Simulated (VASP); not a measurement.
Calculation: r2SCAN+rVV10, VASP's PBE PAW potentials (set 64) (plane waves; VASP 6.6.1).

VASP input:

KPOINTS:
```
kpoints
0
gamma
  14 14 8
0 0 0
```

**INCAR**
```
ALGO = Normal
BPARAM = 11.95
CPARAM = 0.0093
EDIFF = 1E-7
ENCUT = 520
ISIF = 2
ISMEAR = -5
LASPH = .TRUE.
LCHARG = .FALSE.
LMAXMIX = 4
LMIXTAU = .TRUE.
LORBIT = 11
LREAL = .FALSE.
LUSE_VDW = .TRUE.
LWAVE = .FALSE.
METAGGA = R2SCAN
NEDOS = 601
NELM = 100
PREC = Accurate
SYSTEM = Sc
```

**POSCAR**
```
Sc
1
    1.6614573634    -2.8777284804     0.0000000000
    1.6614573634     2.8777284804    -0.0000000000
   -0.0000000000     0.0000000000     5.1741315496
Sc
2
Direct
  0.3333330000   0.6666670000   0.2500000000
  0.6666670000   0.3333330000   0.7500000000
```

### KPOINTS_OPT
```
k-points along high-symmetry lines
6
Line-mode
Reciprocal
  0.000000   0.000000   0.000000 ! GAMMA
  0.000000   0.500000   0.000000 ! M

  0.000000   0.500000   0.000000 ! M
 -0.333333   0.666667   0.000000 ! K

 -0.333333   0.666667   0.000000 ! K
  0.000000   0.000000   0.000000 ! GAMMA

  0.000000   0.000000   0.000000 ! GAMMA
  0.000000   0.000000   0.500000 ! A

  0.000000   0.000000   0.500000 ! A
  0.000000   0.500000   0.500000 ! L

  0.000000   0.500000   0.500000 ! L
 -0.333333   0.666667   0.500000 ! H

 -0.333333   0.666667   0.500000 ! H
  0.000000   0.000000   0.500000 ! A

  0.000000   0.500000   0.500000 ! L
  0.000000   0.500000   0.000000 ! M

 -0.333333   0.666667   0.500000 ! H
 -0.333333   0.666667   0.000000 ! K
```

POTCAR, in this order: Sc_sv (PBE.64 set). Program: vasp_std.

The run wrote:

### OSZICAR
```
       N       E                     dE             d eps       ncg     rms          rms(c)
DAV:   1     0.388776902870E+03    0.38878E+03   -0.11374E+04  3632   0.159E+03
DAV:   2    -0.292360323701E+01   -0.39170E+03   -0.38579E+03  5041   0.691E+02
DAV:   3    -0.280181695043E+02   -0.25095E+02   -0.24726E+02  6051   0.203E+02
DAV:   4    -0.284394900537E+02   -0.42132E+00   -0.41705E+00  5607   0.251E+01
DAV:   5    -0.284473698001E+02   -0.78797E-02   -0.78722E-02  6042   0.329E+00    0.992E+00
DAV:   6    -0.230579776064E+02    0.53894E+01   -0.73456E+00  4062   0.443E+01    0.205E+00
DAV:   7    -0.210900137911E+02    0.19680E+01   -0.14442E+00  4732   0.113E+01    0.966E-01
DAV:   8    -0.226544717064E+02   -0.15645E+01   -0.70676E-01  4328   0.725E+00    0.677E-01
DAV:   9    -0.222195167913E+02    0.43495E+00   -0.44654E-01  3614   0.812E+00    0.284E-01
DAV:  10    -0.221263345915E+02    0.93182E-01   -0.71571E-02  4854   0.383E+00    0.183E-01
DAV:  11    -0.221804475109E+02   -0.54113E-01   -0.14293E-02  4188   0.146E+00    0.146E-01
DAV:  12    -0.221644008199E+02    0.16047E-01   -0.14966E-02  3808   0.147E+00    0.388E-02
DAV:  13    -0.221697545949E+02   -0.53538E-02   -0.22101E-03  5491   0.707E-01    0.574E-02
DAV:  14    -0.221696286045E+02    0.12599E-03   -0.44655E-05  4673   0.977E-02    0.574E-02
DAV:  15    -0.221685451983E+02    0.10834E-02   -0.12920E-04  4125   0.120E-01    0.430E-02
DAV:  16    -0.221671633863E+02    0.13818E-02   -0.38142E-04  3754   0.198E-01    0.115E-02
DAV:  17    -0.221671658213E+02   -0.24351E-05   -0.13224E-05  6163   0.451E-02    0.107E-02
DAV:  18    -0.221671010057E+02    0.64816E-04   -0.69456E-06  3978   0.291E-02    0.933E-03
DAV:  19    -0.221671079470E+02   -0.69413E-05   -0.28591E-05  4538   0.681E-02    0.947E-03
DAV:  20    -0.221670973983E+02    0.10549E-04   -0.25157E-05  4734   0.637E-02    0.187E-02
DAV:  21    -0.221671064722E+02   -0.90739E-05   -0.64904E-06  4657   0.342E-02    0.255E-02
DAV:  22    -0.221671076628E+02   -0.11906E-05   -0.14291E-06  5000   0.169E-02    0.278E-02
DAV:  23    -0.221671118036E+02   -0.41408E-05   -0.14930E-07  2990   0.600E-03    0.285E-02
DAV:  24    -0.221671005294E+02    0.11274E-04   -0.11517E-06  3782   0.138E-02    0.277E-02
DAV:  25    -0.221671056969E+02   -0.51675E-05   -0.12362E-06  4479   0.145E-02    0.254E-02
DAV:  26    -0.221670866860E+02    0.19011E-04   -0.34661E-06  4083   0.244E-02    0.225E-02
DAV:  27    -0.221670921604E+02   -0.54744E-05   -0.22025E-06  4601   0.191E-02    0.188E-02
DAV:  28    -0.221670831320E+02    0.90284E-05   -0.19773E-06  4489   0.181E-02    0.144E-02
DAV:  29    -0.221670843818E+02   -0.12498E-05   -0.74587E-06  4482   0.323E-02    0.609E-03
DAV:  30    -0.221670844508E+02   -0.69005E-07   -0.16047E-06  4720   0.161E-02    0.251E-03
DAV:  31    -0.221670855462E+02   -0.10954E-05   -0.40857E-07  3564   0.850E-03    0.950E-04
DAV:  32    -0.221670873306E+02   -0.17844E-05   -0.64193E-08  1961   0.574E-03    0.495E-04
DAV:  33    -0.221670869187E+02    0.41189E-06   -0.77749E-08  1933   0.438E-03    0.151E-04
DAV:  34    -0.221670872291E+02   -0.31041E-06   -0.23665E-08  1905   0.394E-03    0.268E-04
DAV:  35    -0.221670876584E+02   -0.42923E-06   -0.19211E-08  1905   0.244E-03    0.630E-05
DAV:  36    -0.221670874208E+02    0.23757E-06   -0.75435E-09  1905   0.232E-03    0.162E-04
DAV:  37    -0.221670876703E+02   -0.24950E-06   -0.43648E-09  1898   0.126E-03    0.430E-05
DAV:  38    -0.221670876657E+02    0.46325E-08   -0.21855E-09  1905   0.137E-03
   1 F= -.22167088E+02 E0= -.22167088E+02  d E =0.000000E+00
       N       E                     dE             ncg
```

### OUTCAR
```
------------------------ aborting loop because EDIFF is reached ----------------------------------------
  FORCE on cell =-STRESS in cart. coord.  units (eV):
  Direction    XX          YY          ZZ          XY          YZ          ZX
  --------------------------------------------------------------------------------------
  Total        0.0123610      0.0123610      0.0135583      0.0000000     -0.0000000      0.0000000
  in kB        0.4002742      0.4002742      0.4390438      0.0000000     -0.0000000      0.0000000
  external PRESSURE =       0.4131974 kB  Pullay stress =       0.0000000 kB
  volume of cell :       49.48
      direct lattice vectors                 reciprocal lattice vectors
     1.661457363 -2.877728480  0.000000000     0.300940615 -0.173748150  0.000000000
     1.661457363  2.877728480  0.000000000     0.300940615  0.173748150  0.000000000
     0.000000000  0.000000000  5.174131550     0.000000000  0.000000000  0.193269149
 POSITION                                       TOTAL-FORCE (eV/Angst)
 -----------------------------------------------------------------------------------
      1.66146      0.95924      1.29353         0.000000     -0.000000      0.000000
      1.66146     -0.95924      3.88060        -0.000000      0.000000      0.000000
 -----------------------------------------------------------------------------------
    total drift:                                0.000000      0.000690     -0.000014
  FREE ENERGIE OF THE ION-ELECTRON SYSTEM (eV)
  ---------------------------------------------------
  free  energy   TOTEN  =       -22.1670876657 eV

  energy  without entropy=      -22.1670876657  energy(sigma->0) =      -22.16708767

 total charge

# of ion       s       p       d       tot
------------------------------------------
    1        2.262   6.115   0.957   9.334
    2        2.262   6.115   0.957   9.334
--------------------------------------------------
tot          4.525  12.229   1.914  18.668
```
(Selected blocks of OUTCAR.)

For a metal the tetrahedron method with Blöchl corrections gives inexact stress and forces.

The compound is Sc in the hcp structure. It was relaxed first.
